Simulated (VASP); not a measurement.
Level of theory: r2SCAN meta-GGA, VASP's PBE PAW potentials (set 64) (plane waves; VASP).

VASP input:

File KPOINTS:
```
kpoints
0
gamma
8 8 1
```

### POSCAR
```
Te
1
    5.0738072208    -0.0000000000     0.0000000000
   -2.5369036104     4.3940462263    -0.0000000000
    0.0000000000     0.0000000000    14.2033709192
Te
2
Direct
  1.0000000000   1.0000000000   0.5000000000
  0.6666670000   0.3333330000   0.5000000000
```

**INCAR**
```
# general
SYSTEM   =  Te
PREC     =  Accurate
ENCUT    =  400
LREAL    =  F
LASPH    =  T

# electronic loop
EDIFF    =  1E-6
NELM     =  100
ALGO     =  Normal
LMAXMIX  =  4
LMIXTAU  =  T

# smearing
ISMEAR   =  1
SIGMA    =  0.1

# functional
METAGGA  =  R2SCAN

# ions
IBRION   =  2
NSW      =  60
ISIF     =  4
EDIFFG   =  -0.01

# output
LWAVE    =  F
LCHARG   =  F
```

POTCAR, in this order: Te (PBE.64 set). Program: vasp_std.

The resulting files:

### OUTCAR
```
 ion  position               nearest neighbor table
   1  0.000  0.000  0.500-   2 2.93   2 2.93   2 2.93
   2  0.667  0.333  0.500-   1 2.93   1 2.93   1 2.93
  LATTYP: Found a hexagonal cell.
 ALAT       =     5.0738072208
 C/A-ratio  =     2.7993517099
 Subroutine PRICEL returns:
 Original cell was already a primitive cell.
 Subroutine GETGRP returns: Found 24 space group operations
The static configuration has the point symmetry D_3h.
 The point group associated with its full space group is D_6h.
The dynamic configuration has the point symmetry D_3h.
 Subroutine INISYM returns: Found 24 space group operations
 Subroutine IBZKPT returns following result:
 Found     10 irreducible k-points:

 Following reciprocal coordinates:
            Coordinates               Weight
  0.000000  0.000000  0.000000      1.000000
  0.125000  0.000000  0.000000      6.000000
  0.250000  0.000000  0.000000      6.000000
  0.375000  0.000000  0.000000      6.000000
  0.500000  0.000000  0.000000      3.000000
  0.125000  0.125000  0.000000      6.000000
  0.250000  0.125000  0.000000     12.000000
...
```

### OSZICAR
```
       N       E                     dE             d eps       ncg     rms          rms(c)
DAV:   1     0.243016958726E+02    0.24302E+02   -0.30149E+03   200   0.642E+02
DAV:   2    -0.450994973018E+02   -0.69401E+02   -0.66967E+02   318   0.107E+02
DAV:   3    -0.517353697363E+02   -0.66359E+01   -0.65541E+01   260   0.454E+01
DAV:   4    -0.518849991178E+02   -0.14963E+00   -0.14623E+00   278   0.754E+00
DAV:   5    -0.518894733782E+02   -0.44743E-02   -0.44654E-02   270   0.123E+00    0.714E+00
DAV:   6    -0.513123641472E+02    0.57711E+00   -0.97073E-02   244   0.267E+00    0.490E+00
DAV:   7    -0.490353910548E+02    0.22770E+01   -0.89424E-01   218   0.561E+00    0.146E+00
DAV:   8    -0.498296038101E+02   -0.79421E+00   -0.43302E-01   200   0.481E+00    0.859E-01
DAV:   9    -0.498442399943E+02   -0.14636E-01   -0.64475E-03   216   0.622E-01    0.608E-01
DAV:  10    -0.502760181986E+02   -0.43178E+00   -0.75923E-02   200   0.220E+00    0.101E+00
DAV:  11    -0.504768812679E+02   -0.20086E+00   -0.14601E-02   204   0.131E+00    0.218E+00
DAV:  12    -0.501335711886E+02    0.34331E+00   -0.69320E-02   200   0.222E+00    0.730E+00
DAV:  13    -0.498819641481E+02    0.25161E+00   -0.69097E-02   202   0.307E+00    0.421E-01
DAV:  14    -0.499126748309E+02   -0.30711E-01   -0.54563E-02   200   0.253E+00    0.203E+00
DAV:  15    -0.498573008868E+02    0.55374E-01   -0.20036E-03   220   0.509E-01    0.183E+00
DAV:  16    -0.496732984688E+02    0.18400E+00   -0.45618E-02   200   0.254E+00    0.140E+00
DAV:  17    -0.496706109706E+02    0.26875E-02   -0.56607E-04   210   0.299E-01    0.133E+00
DAV:  18    -0.497079388759E+02   -0.37328E-01   -0.27002E-02   200   0.160E+00    0.540E-01
DAV:  19    -0.496916275160E+02    0.16311E-01   -0.13759E-02   200   0.143E+00    0.681E-02
DAV:  20    -0.496713383802E+02    0.20289E-01   -0.13154E-02   208   0.134E+00    0.252E-01
DAV:  21    -0.496908233663E+02   -0.19485E-01   -0.10897E-02   200   0.130E+00    0.381E-01
DAV:  22    -0.496782342628E+02    0.12589E-01   -0.10762E-02   200   0.108E+00    0.706E-02
DAV:  23    -0.496798961338E+02   -0.16619E-02   -0.20191E-03   208   0.546E-01    0.101E-01
DAV:  24    -0.496862412910E+02   -0.63452E-02   -0.45413E-03   200   0.680E-01    0.692E-02
DAV:  25    -0.496849748266E+02    0.12665E-02   -0.15428E-03   200   0.463E-01    0.935E-03
DAV:  26    -0.496862553236E+02   -0.12805E-02   -0.29133E-04   208   0.220E-01    0.945E-03
DAV:  27    -0.496856990637E+02    0.55626E-03   -0.36645E-04   200   0.249E-01    0.142E-02
DAV:  28    -0.496859241741E+02   -0.22511E-03   -0.29759E-04   200   0.167E-01    0.864E-03
DAV:  29    -0.496859983241E+02   -0.74150E-04   -0.15247E-04   200   0.132E-01    0.113E-02
DAV:  30    -0.496859964556E+02    0.18685E-05   -0.27803E-05   200   0.700E-02    0.110E-02
DAV:  31    -0.496860170079E+02   -0.20552E-04   -0.28235E-05   200   0.728E-02    0.361E-03
DAV:  32    -0.496860495879E+02   -0.32580E-04   -0.24103E-05   200   0.618E-02    0.596E-03
DAV:  33    -0.496860463131E+02    0.32748E-05   -0.71445E-06   204   0.319E-02    0.836E-03
DAV:  34    -0.496860557599E+02   -0.94468E-05   -0.20319E-06   200   0.171E-02    0.263E-03
DAV:  35    -0.496860608438E+02   -0.50839E-05   -0.86130E-07   124   0.111E-02    0.876E-04
DAV:  36    -0.496860614743E+02   -0.63052E-06   -0.28651E-07   132   0.763E-03
   1 F= -.49686061E+02 E0= -.49683767E+02  d E =-.496861E+02
       N       E                     dE             d eps       ncg     rms          rms(c)
DAV:   1    -0.496974360136E+02   -0.11375E-01   -0.26867E-01   206   0.283E+00    0.744E-01
DAV:   2    -0.496900226707E+02    0.74133E-02   -0.69982E-03   204   0.683E-01    0.158E-01
DAV:   3    -0.496875454880E+02    0.24772E-02   -0.29890E-03   200   0.410E-01    0.104E-01
DAV:   4    -0.496875346875E+02    0.10801E-04   -0.53794E-03   204   0.725E-01    0.419E-02
DAV:   5    -0.496886542112E+02   -0.11195E-02   -0.45054E-03   200   0.602E-01    0.420E-02
DAV:   6    -0.496889224225E+02   -0.26821E-03   -0.16820E-03   200   0.449E-01    0.315E-02
DAV:   7    -0.496882420502E+02    0.68037E-03   -0.17555E-03   200   0.526E-01    0.971E-03
DAV:   8    -0.496884600642E+02   -0.21801E-03   -0.12330E-03   200   0.441E-01    0.833E-03
DAV:   9    -0.496887877970E+02   -0.32773E-03   -0.24546E-04   200   0.218E-01    0.746E-03
DAV:  10    -0.496891262438E+02   -0.33845E-03   -0.34743E-04   208   0.205E-01    0.278E-03
DAV:  11    -0.496891045509E+02    0.21693E-04   -0.36333E-05   212   0.827E-02    0.296E-03
DAV:  12    -0.496891294420E+02   -0.24891E-04   -0.57322E-05   200   0.105E-01    0.215E-03
DAV:  13    -0.496891466130E+02   -0.17171E-04   -0.34402E-05   200   0.798E-02    0.182E-03
DAV:  14    -0.496891509920E+02   -0.43790E-05   -0.16138E-05   200   0.537E-02    0.382E-04
DAV:  15    -0.496891627206E+02   -0.11729E-04   -0.43678E-06   208   0.285E-02    0.360E-04
DAV:  16    -0.496891627832E+02   -0.62616E-07   -0.11624E-06   162   0.152E-02
   2 F= -.49689163E+02 E0= -.49687114E+02  d E =-.310131E-02
       N       E                     dE             d eps       ncg     rms          rms(c)
DAV:   1    -0.496995127691E+02   -0.10350E-01   -0.30870E-01   206   0.303E+00    0.793E-01
DAV:   2    -0.496913311002E+02    0.81817E-02   -0.78337E-03   202   0.724E-01    0.172E-01
DAV:   3    -0.496884464087E+02    0.28847E-02   -0.33665E-03   200   0.434E-01    0.107E-01
DAV:   4    -0.496887138764E+02   -0.26747E-03   -0.56732E-03   206   0.749E-01    0.439E-02
DAV:   5    -0.496895759028E+02   -0.86203E-03   -0.48882E-03   200   0.627E-01    0.463E-02
DAV:   6    -0.496901836779E+02   -0.60778E-03   -0.19841E-03   200   0.485E-01    0.351E-02
DAV:   7    -0.496893736074E+02    0.81007E-03   -0.18202E-03   200   0.530E-01    0.110E-02
DAV:   8    -0.496895195451E+02   -0.14594E-03   -0.13579E-03   200   0.466E-01    0.940E-03
DAV:   9    -0.496896607766E+02   -0.14123E-03   -0.29977E-04   200   0.222E-01    0.713E-03
DAV:  10    -0.496901994751E+02   -0.53870E-03   -0.52179E-04   202   0.244E-01    0.232E-03
DAV:  11    -0.496901668846E+02    0.32591E-04   -0.36271E-05   218   0.862E-02    0.341E-03
DAV:  12    -0.496901881305E+02   -0.21246E-04   -0.64961E-05   200   0.113E-01    0.217E-03
DAV:  13    -0.496902065755E+02   -0.18445E-04   -0.50838E-05   200   0.945E-02    0.191E-03
DAV:  14    -0.496902189682E+02   -0.12393E-04   -0.20701E-05   200   0.615E-02    0.637E-04
DAV:  15    -0.496902311303E+02   -0.12162E-04   -0.58960E-06   206   0.336E-02    0.206E-04
DAV:  16    -0.496902316520E+02   -0.52169E-06   -0.12091E-06   176   0.149E-02
   3 F= -.49690232E+02 E0= -.49688355E+02  d E =-.417018E-02
```

### OUTCAR
```
------------------------ aborting loop because EDIFF is reached ----------------------------------------
  FORCE on cell =-STRESS in cart. coord.  units (eV):
  Direction    XX          YY          ZZ          XY          YZ          ZX
  --------------------------------------------------------------------------------------
  Total       -0.0215705     -0.0215705     -0.0105536      0.0000000     -0.0000000      0.0000000
  in kB       -0.1091391     -0.1091391     -0.0533978      0.0000000     -0.0000000      0.0000000
  external PRESSURE =      -0.0905587 kB  Pullay stress =       0.0000000 kB
  volume of cell :      316.66
      direct lattice vectors                 reciprocal lattice vectors
     5.116744622  0.000000000  0.000000000     0.195436762  0.112835460 -0.000000000
    -2.558372311  4.431231123 -0.000000000    -0.000000000  0.225670919 -0.000000000
     0.000000000  0.000000000 13.965994549    -0.000000000  0.000000000  0.071602491
 POSITION                                       TOTAL-FORCE (eV/Angst)
 -----------------------------------------------------------------------------------
      0.00000      0.00000      6.98300        -0.000000      0.000000      0.000000
      2.55837      1.47708      6.98300         0.000000     -0.000000      0.000000
 -----------------------------------------------------------------------------------
    total drift:                               -0.000822      0.000475      0.000000
  FREE ENERGIE OF THE ION-ELECTRON SYSTEM (eV)
  ---------------------------------------------------
  free  energy   TOTEN  =       -49.6902316520 eV

  energy  without entropy=      -49.6846027708  energy(sigma->0) =      -49.68835536

 reached required accuracy - stopping structural energy minimisation
```
(Selected blocks of OUTCAR.)

### CONTCAR
```
Te
   1.00000000000000
     5.1167446221782038    0.0000000000000000    0.0000000000000000
    -2.5583723110891019    4.4312311227687919   -0.0000000000000000
     0.0000000000000000    0.0000000000000000   13.9659945493217208
  Te
     2
Direct
     0.0000000000000000    0.0000000000000000    0.5000000000000000
     0.6666669999999968    0.3333330000000032    0.5000000000000000
```

The cell holds a wide vacuum, so values per volume refer to the whole cell.

The cell is a sheet with vacuum, built from a generated structure.
